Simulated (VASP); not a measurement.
These are SCAN meta-GGA, VASP's PBE PAW potentials (set 64) (plane waves; VASP) values and carry that method's errors.

VASP ran on this input.

**POSCAR**
```
W
1
   -1.5923443037     1.5923443037     1.5923443037
    1.5923443037    -1.5923443037     1.5923443037
    1.5923443037     1.5923443037    -1.5923443037
W
1
Direct
  0.0000000000   0.0000000000   0.0000000000
```

### KPOINTS
```
Automatic
0
G
 16 16 16
0 0 0
```

**INCAR**
```
SYSTEM  =  W
PREC  =  Accurate; ENCUT  =  520; LREAL  =  .False.
LASPH  =  .True.
EDIFF  =  1E-7; NELM  =  100; ALGO  =  Normal
LMAXMIX  =  6; LMIXTAU  =  .True.
ISMEAR  =  1; SIGMA  =  0.1
METAGGA  =  SCAN
ISIF  =  2
LWAVE  =  .False.; LCHARG  =  .False.
```

POTCAR, in this order: W_sv (PBE.64 set). Program: vasp_std.

Output

### OSZICAR
```
       N       E                     dE             d eps       ncg     rms          rms(c)
DAV:   1     0.190537706143E+02    0.19054E+02   -0.80344E+03  3198   0.147E+03
DAV:   2    -0.722023297876E+02   -0.91256E+02   -0.88235E+02  3454   0.341E+02
DAV:   3    -0.738374188341E+02   -0.16351E+01   -0.16209E+01  3603   0.456E+01
DAV:   4    -0.738466099237E+02   -0.91911E-02   -0.91889E-02  3463   0.363E+00
DAV:   5    -0.738466854942E+02   -0.75570E-04   -0.75569E-04  3532   0.337E-01    0.235E+01
DAV:   6    -0.691166934762E+02    0.47300E+01   -0.24787E+00  3277   0.231E+01    0.469E+00
DAV:   7    -0.701234441360E+02   -0.10068E+01   -0.20127E-01  3267   0.716E+00    0.220E+00
DAV:   8    -0.692154571718E+02    0.90799E+00   -0.56675E-01  3274   0.109E+01    0.242E+00
DAV:   9    -0.696308464661E+02   -0.41539E+00   -0.98534E-02  3280   0.334E+00    0.107E+00
DAV:  10    -0.696918434777E+02   -0.60997E-01   -0.22568E-02  3208   0.200E+00    0.857E-01
DAV:  11    -0.697239566392E+02   -0.32113E-01   -0.73581E-03  3244   0.130E+00    0.384E-01
DAV:  12    -0.696780367674E+02    0.45920E-01   -0.19408E-01  3217   0.490E+00    0.446E-01
DAV:  13    -0.696786128319E+02   -0.57606E-03   -0.90459E-04  3547   0.349E-01    0.458E-01
DAV:  14    -0.696779460610E+02    0.66677E-03   -0.17352E-03  3196   0.630E-01    0.408E-01
DAV:  15    -0.696896403364E+02   -0.11694E-01   -0.96275E-03  3196   0.152E+00    0.658E-01
DAV:  16    -0.696898079046E+02   -0.16757E-03   -0.36978E-04  3334   0.258E-01    0.795E-01
DAV:  17    -0.696833543838E+02    0.64535E-02   -0.85838E-03  3208   0.132E+00    0.260E-01
DAV:  18    -0.696821732824E+02    0.11811E-02   -0.22327E-03  3303   0.627E-01    0.455E-01
DAV:  19    -0.696826688696E+02   -0.49559E-03   -0.99695E-04  3207   0.470E-01    0.223E-01
DAV:  20    -0.696790907243E+02    0.35781E-02   -0.37073E-03  3223   0.749E-01    0.787E-02
DAV:  21    -0.696788629957E+02    0.22773E-03   -0.19240E-04  3313   0.200E-01    0.772E-02
DAV:  22    -0.696785912532E+02    0.27174E-03   -0.55062E-04  3202   0.319E-01    0.714E-02
DAV:  23    -0.696785718575E+02    0.19396E-04   -0.33995E-05  3361   0.979E-02    0.941E-03
DAV:  24    -0.696785454999E+02    0.26358E-04   -0.32384E-05  3202   0.921E-02    0.307E-02
DAV:  25    -0.696785362984E+02    0.92014E-05   -0.23412E-05  3196   0.778E-02    0.145E-02
DAV:  26    -0.696785235357E+02    0.12763E-04   -0.75112E-06  3268   0.375E-02    0.535E-03
DAV:  27    -0.696785234996E+02    0.36102E-07   -0.50051E-06  3287   0.284E-02    0.494E-03
DAV:  28    -0.696785232464E+02    0.25326E-06   -0.58148E-07  3295   0.101E-02    0.224E-03
DAV:  29    -0.696785227101E+02    0.53622E-06   -0.12102E-07  2919   0.534E-03    0.166E-03
DAV:  30    -0.696785228755E+02   -0.16532E-06   -0.83989E-08  2048   0.389E-03    0.110E-03
DAV:  31    -0.696785229942E+02   -0.11870E-06   -0.80388E-08  1997   0.342E-03    0.725E-05
DAV:  32    -0.696785228347E+02    0.15944E-06   -0.58381E-09  1652   0.956E-04    0.112E-04
DAV:  33    -0.696785228470E+02   -0.12279E-07   -0.49411E-10  1637   0.331E-04
   1 F= -.69678523E+02 E0= -.69678357E+02  d E =-.496574E-03
```

**OUTCAR**
```
------------------------ aborting loop because EDIFF is reached ----------------------------------------
  FORCE on cell =-STRESS in cart. coord.  units (eV):
  Direction    XX          YY          ZZ          XY          YZ          ZX
  --------------------------------------------------------------------------------------
  Total       -0.9646095     -0.9646095     -0.9646095     -0.0000000     -0.0000000      0.0000000
  in kB      -95.6954283    -95.6954283    -95.6954283     -0.0000000     -0.0000000      0.0000000
  external PRESSURE =     -95.6954283 kB  Pullay stress =       0.0000000 kB
  volume of cell :       16.15
      direct lattice vectors                 reciprocal lattice vectors
    -1.592344304  1.592344304  1.592344304     0.000000000  0.314002442  0.314002442
     1.592344304 -1.592344304  1.592344304     0.314002442  0.000000000  0.314002442
     1.592344304  1.592344304 -1.592344304     0.314002442  0.314002442  0.000000000
 POSITION                                       TOTAL-FORCE (eV/Angst)
 -----------------------------------------------------------------------------------
      0.00000      0.00000      0.00000        -0.000000     -0.000000      0.000000
 -----------------------------------------------------------------------------------
    total drift:                               -0.000000      0.000000      0.000000
  FREE ENERGIE OF THE ION-ELECTRON SYSTEM (eV)
  ---------------------------------------------------
  free  energy   TOTEN  =       -69.6785228470 eV

  energy  without entropy=      -69.6780262729  energy(sigma->0) =      -69.67835732
```
(Selected blocks of OUTCAR.)

The compound is W in the bcc structure. This cell is one point of a volume scan, at 1.03 of the reference volume.
